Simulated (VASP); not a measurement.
# ZrSc2As3 (P6/mmm) in VASP: single point with PBE

Aim: the single point of ZrSc2As3 with PBE.

All numbers are computed with VASP 6.6.1; they aren't measurements. Logs are shortened: lines on timing, memory, paths and dates and some standing lists are left out, and cuts for length are marked.

## 1. The cell of the first run

It takes space group P6/mmm (No. 191, hexagonal). Conventional cell: a = 6.049 Å, b = 6.049 Å, c = 3.869 Å, α = 90.00°, β = 90.00°, γ = 120.00°. Around Zr (site symmetry 6/mmm) lie 6 Sc at 3.49 Å and 12 As at 3.59 Å and 2 Zr at 3.87 Å. Sc (site symmetry -6m2) has 6 As at 2.61 Å as nearest neighbours. As (site symmetry mmm) is surrounded by 4 Sc at 2.61 Å.

The cell was built by a generator and needn't be a form met in nature.

## 2. Single point, PBE (species swapped into the CeSi2Ru3 type (P6/mmm, No. 191))

The input, INCAR:

```
  PREC = Accurate
  ENCUT = 520
  EDIFF = 1E-7
  ISMEAR = 0
  SIGMA = 0.1
  LREAL = False
  LASPH = True
  NELM = 100
  ALGO = Normal
  ISIF = 2
  LWAVE = False
  LCHARG = True
  GGA = PE
  LELF = True
  LVHAR = True
  NBANDS = 34
```

The input, KPOINTS:

```
regular mesh
0
Gamma
  3 3 4
```

The input, POSCAR:

```
ZrSc2As3
1.0
    6.0485385800      0.0000000000      0.0000000000
   -3.0242692900      5.2381880600      0.0000000000
    0.0000000000      0.0000000000      3.8686375700
Zr Sc As
1 2 3
Direct
    0.0000000000      0.0000000000      0.0000000000
    0.3333333300      0.6666666700      0.0000000000
    0.6666666700      0.3333333300      0.0000000000
    0.0000000000      0.5000000000      0.5000000000
    0.5000000000      0.5000000000      0.5000000000
    0.5000000000      0.0000000000      0.5000000000
```

Potentials or basis: VASP PAW PBE potentials, release 64 (Zr_sv, Sc_sv, As).

The run is started by

```bash
$ cat potpaw_PBE.64/Zr_sv/POTCAR potpaw_PBE.64/Sc_sv/POTCAR potpaw_PBE.64/As/POTCAR > POTCAR
$ mpirun -np 1 vasp_std > vasp.out
```

OUTCAR:

```text
PREC = Accurate
   ENCUT = 520
   EDIFF = 1E-7
   ISMEAR = 0
   LREAL = False
   LASPH = True
   NELM = 100
   ISIF = 2
   GGA = PE

 ion  position               nearest neighbor table
   1  0.000  0.000  0.000-   2 3.49   3 3.49   2 3.49   3 3.49   3 3.49   2 3.49
   2  0.333  0.667  0.000-   6 2.61   6 2.61   4 2.61   4 2.61   5 2.61   5 2.61   1 3.49   1 3.49
                             1 3.49
   3  0.667  0.333  0.000-   6 2.61   6 2.61   4 2.61   4 2.61   5 2.61   5 2.61   1 3.49   1 3.49
                             1 3.49
   4  0.000  0.500  0.500-   2 2.61   3 2.61   2 2.61   3 2.61
   5  0.500  0.500  0.500-   2 2.61   3 2.61   2 2.61   3 2.61
   6  0.500  0.000  0.500-   2 2.61   3 2.61   2 2.61   3 2.61

  LATTYP: Found a hexagonal cell.
 ALAT       =     6.0485385800
 C/A-ratio  =     0.6395987260

  Lattice vectors:

 A1 = (   6.0485385800,   0.0000000000,   0.0000000000)
 A2 = (  -3.0242692900,   5.2381880600,   0.0000000000)
 A3 = (   0.0000000000,   0.0000000000,   3.8686375700)

Analysis of symmetry for initial positions (statically):
=====================================================================
 Subroutine PRICEL returns:
 Original cell was already a primitive cell.

 Routine SETGRP: Setting up the symmetry group for a
 hexagonal supercell.

 Subroutine GETGRP returns: Found 24 space group operations
 (whereof 24 operations were pure point group operations)
 out of a pool of 24 trial point group operations.

The static configuration has the point symmetry D_6h.

Analysis of symmetry for dynamics (positions and initial velocities):
=====================================================================
 Subroutine PRICEL returns:
 Original cell was already a primitive cell.

 Routine SETGRP: Setting up the symmetry group for a
 hexagonal supercell.

 Subroutine GETGRP returns: Found 24 space group operations
 (whereof 24 operations were pure point group operations)
 out of a pool of 24 trial point group operations.

The dynamic configuration has the point symmetry D_6h.

 Subroutine INISYM returns: Found 24 space group operations
 (whereof 24 operations are pure point group operations),
 and found     1 'primitive' translations

----------------------------------------------------------------------------------------

                                     Primitive cell

  volume of cell :     122.5715

  direct lattice vectors                    reciprocal lattice vectors
     6.048538580  0.000000000  0.000000000     0.165329193  0.095452854  0.000000000
    -3.024269290  5.238188060  0.000000000     0.000000000  0.190905708  0.000000000
     0.000000000  0.000000000  3.868637570     0.000000000  0.000000000  0.258488934

  length of vectors
     6.048538580  6.048538575  3.868637570     0.190905708  0.190905708  0.258488934

  position of ions in fractional coordinates (direct lattice)
     0.000000000  0.000000000  0.000000000
     0.333333330  0.666666670  0.000000000
     0.666666670  0.333333330  0.000000000
     0.000000000  0.500000000  0.500000000
     0.500000000  0.500000000  0.500000000
     0.500000000  0.000000000  0.500000000

  ion indices of the primitive-cell ions
   primitive index   ion index
                 1           1
                 2           2
                 3           3
                 4           4
                 5           5
                 6           6

----------------------------------------------------------------------------------------

 KPOINTS: regular mesh

Automatic generation of k-mesh.
 Grid dimensions read from file:
 generate k-points for:    3    3    4

 Generating k-lattice:

  Cartesian coordinates                     Fractional coordinates (reciprocal lattice)
     0.055109731  0.031817618  0.000000000     0.333333333  0.000000000  0.000000000
     0.000000000  0.063635236  0.000000000     0.000000000  0.333333333  0.000000000
     0.000000000  0.000000000  0.064622233     0.000000000  0.000000000  0.250000000

  Length of vectors
     0.063635236  0.063635236  0.064622233

  Shift w.r.t. Gamma in fractional coordinates (k-lattice)
     0.000000000  0.000000000  0.000000000

 Subroutine IBZKPT returns following result:
 ===========================================

 Found      9 irreducible k-points:

 Following reciprocal coordinates:
            Coordinates               Weight
  0.000000  0.000000  0.000000      1.000000
  0.333333  0.000000  0.000000      6.000000
  0.333333  0.333333  0.000000      2.000000
  0.000000  0.000000  0.250000      2.000000
  0.333333  0.000000  0.250000     12.000000
  0.333333  0.333333  0.250000      4.000000
  0.000000  0.000000  0.500000      1.000000
  0.333333  0.000000  0.500000      6.000000
  0.333333  0.333333  0.500000      2.000000
   k-points           NKPTS =      9   k-points in BZ     NKDIM =      9   number of bands    NBANDS=     34
   number of dos      NEDOS =    301   number of ions     NIONS =      6
   total plane-waves  NPLWV =  69120
   dimension x,y,z NGX =    48 NGY =   48 NGZ =   30
   dimension x,y,z NGXF=    96 NGYF=   96 NGZF=   60
   ions per type =               1   2   3
   NGX,Y,Z   is equivalent  to a cutoff of  13.19, 13.19, 12.89 a.u.
   NGXF,Y,Z  is equivalent  to a cutoff of  26.39, 26.39, 25.78 a.u.
 SYSTEM =  unknown system
   PREC   = accura    normal or accurate (medium, high low for compatibility)
   ISTART =      0    job   : 0-new  1-cont  2-samecut
   ICHARG =      2    charge: 1-file 2-atom 10-const
   ISPIN  =      1    spin polarized calculation?
   LNONCOLLINEAR =      F non collinear calculations
   LSORBIT =      F    spin-orbit coupling
   LASPH  =      T    aspherical Exc in radial PAW
   ENCUT  =  520.0 eV  38.22 Ry    6.18 a.u.  11.25 11.25  7.19*2*pi/ulx,y,z
   NELM   =    100;   NELMIN=  2; NELMDL= -5     # of ELM steps
   EDIFF  = 0.1E-06   stopping-criterion for ELM
   LREAL  =      F    real-space projection
   EDIFFG = 0.1E-05   stopping-criterion for IOM
   NSW    =      0    number of steps for IOM
   IBRION =     -1    ionic relax: 0-MD 1-quasi-New 2-CG
   NFREE  =      0    steps in history (QN), initial steepest desc. (CG)
   ISIF   =      2    stress and relaxation
   ISYM   =      2    0-nonsym 1-usesym 2-fastsym
   POTIM  = 0.5000    time-step for ionic-motion
   TEBEG  =    0.0;   TEEND  =   0.0 temperature during run
   PSTRESS=    0.0 pullay stress
   NELECT =      49.0000    total number of electrons
   NUPDOWN=      -1.0000    fix difference up-down
   EMIN   =  10.00;   EMAX   =-10.00  energy-range for DOS
   EFERMI =   0.00;   METHOD = LEGACY
   ISMEAR =     0;   SIGMA  =   0.10  broadening in eV -4-tet -1-fermi 0-gaus
   EFERMI_NEDOS =   21; number of points for ismear=-14 and -15
   IALGO  =     38    algorithm
   IMIX   =      4    mixing-type and parameters
     AMIX     =   0.40;   BMIX     =  1.00
     AMIX_MAG =   1.60;   BMIX_MAG =  1.00
  volume/ion in A,a.u.               =      20.43       137.86
  Fermi-wavevector in a.u.,A,eV,Ry     =   1.205990  2.278990 19.788471  1.454412
  Thomas-Fermi vector in A             =   2.341670
   LORBIT       =      0    0 simple, 1 ext, 2 COOP (PROOUT), +10 PAW based schemes
   GGA     = PE    functional components
   LHFCALC =     F    Hartree Fock is set to
   AEXX    =    0.0000 exact exchange contribution
   IVDW    =     0    specifies the selected vdW correction
   LEPSILON=     F    determine dielectric tensor
   LRPA    =     F    only Hartree local field effects (RPA)
 non-spin polarized calculation
 Gauss-broadening in eV      SIGMA  =   0.10
  energy-cutoff  :      520.00
  volume of cell :      122.57
 maximum number of plane-waves:      3354
 NGX is ok and might be reduce to    48
   NGX = 23   NGY = 23   NGZ = 15

 number of electron      48.9999995 magnetization

 Free energy of the ion-electron system (eV)
  ---------------------------------------------------
  ext. energy  EPLUGINS =         0.00000000
  ---------------------------------------------------
  free energy    TOTEN  =       -37.47854523 eV

  energy without entropy =      -37.43960634  energy(sigma->0) =      -37.45907579

 E-fermi :   6.3415     XC(G=0): -10.6062

 val. band max:        6.3311741095   @ k =   0.3333   0.0000   0.2500
 cond. band min:       6.4462170300   @ k =   0.0000   0.0000   0.2500
 fundamental gap:      0.1150429206
 Fermi energy:         6.3414995879

 k-point     1 :       0.0000    0.0000    0.0000
  band No.  band energies     occupation
      1     -43.5712      2.00000
      2     -42.6215      2.00000
      3     -42.6062      2.00000
      4     -21.5700      2.00000
      5     -21.5700      2.00000
      6     -21.4653      2.00000
[... 26 lines left out ...]
     33       8.7089      0.00000
     34       8.7090      0.00000

 k-point     2 :       0.3333    0.0000    0.0000
  band No.  band energies     occupation
      1     -43.5711      2.00000
      2     -42.6184      2.00000
      3     -42.6095      2.00000
      4     -21.5856      2.00000
      5     -21.5637      2.00000
      6     -21.4622      2.00000
[... 26 lines left out ...]
     33       9.1526      0.00000
     34       9.4936      0.00000

 k-point     3 :       0.3333    0.3333    0.0000
  band No.  band energies     occupation
      1     -43.5710      2.00000
      2     -42.6140      2.00000
      3     -42.6140      2.00000
      4     -21.5702      2.00000
      5     -21.5702      2.00000
      6     -21.4609      2.00000
[... 26 lines left out ...]
     33       8.8396      0.00000
     34       9.1053      0.00000
[... 149 lines left out ...]
 k-point     8 :       0.3333    0.0000    0.5000
  band No.  band energies     occupation
      1     -43.5675      2.00000
      2     -42.6146      2.00000
      3     -42.6052      2.00000
      4     -21.5757      2.00000
      5     -21.5554      2.00000
      6     -21.5345      2.00000
[... 26 lines left out ...]
     33       9.1179      0.00000
     34       9.6343      0.00000

 k-point     9 :       0.3333    0.3333    0.5000
  band No.  band energies     occupation
      1     -43.5675      2.00000
      2     -42.6099      2.00000
      3     -42.6099      2.00000
      4     -21.5615      2.00000
      5     -21.5615      2.00000
      6     -21.5309      2.00000
[... 26 lines left out ...]
     33       8.9017      0.00000
     34       9.0673      0.00000

------------------------ aborting loop because EDIFF is reached ----------------------------------------

  FORCE on cell =-STRESS in cart. coord.  units (eV):
  Direction    XX          YY          ZZ          XY          YZ          ZX
  --------------------------------------------------------------------------------------
  -------------------------------------------------------------------------------------
  Total        2.7760355      2.7760355      5.2617698      0.0000000     -0.0000000      0.0000000
  in kB       36.2865782     36.2865781     68.7785221      0.0000000     -0.0000000      0.0000000
  external PRESSURE =      47.1172261 kB  Pullay stress =       0.0000000 kB

 VOLUME and BASIS-vectors are now :
 -----------------------------------------------------------------------------
  energy-cutoff  :      520.00
  volume of cell :      122.57
      direct lattice vectors                 reciprocal lattice vectors
     6.048538580  0.000000000  0.000000000     0.165329193  0.095452854  0.000000000
    -3.024269290  5.238188060  0.000000000     0.000000000  0.190905708  0.000000000
     0.000000000  0.000000000  3.868637570     0.000000000  0.000000000  0.258488934

 POSITION                                       TOTAL-FORCE (eV/Angst)
 -----------------------------------------------------------------------------------
      0.00000      0.00000      0.00000         0.000000      0.000000      0.000000
     -0.00000      3.49213      0.00000        -0.000000     -0.000000     -0.000000
      3.02427      1.74606      0.00000        -0.000000      0.000000      0.000000
     -1.51213      2.61909      1.93432         0.000000      0.000000      0.000000
      1.51213      2.61909      1.93432         0.000000      0.000000      0.000000
      3.02427      0.00000      1.93432         0.000000      0.000000      0.000000
 -----------------------------------------------------------------------------------
    total drift:                               -0.000000      0.000000     -0.000000

  FREE ENERGIE OF THE ION-ELECTRON SYSTEM (eV)
  ---------------------------------------------------
  free  energy   TOTEN  =       -37.4785452274 eV

  energy  without entropy=      -37.4396063427  energy(sigma->0) =      -37.45907579
```

Run time: 95 s. Hardware: 1 thread of AMD EPYC 7R43 (Zen 3), shared host; peak memory 0.22 GiB.

Results:

| Item | Value |
| --- | --- |
| Free energy | -37.4785 eV |
| Pressure | 4.7 GPa |
| Band gap on the k mesh | none (metal or under the smearing width) |

Stress tensor (GPa, compression positive):
```
3.63 0.00 0.00
0.00 3.63 0.00
0.00 0.00 6.88
```

Caveat: the k mesh is coarse (spacing up to 0.41 Å⁻¹), so the values aren't converged.
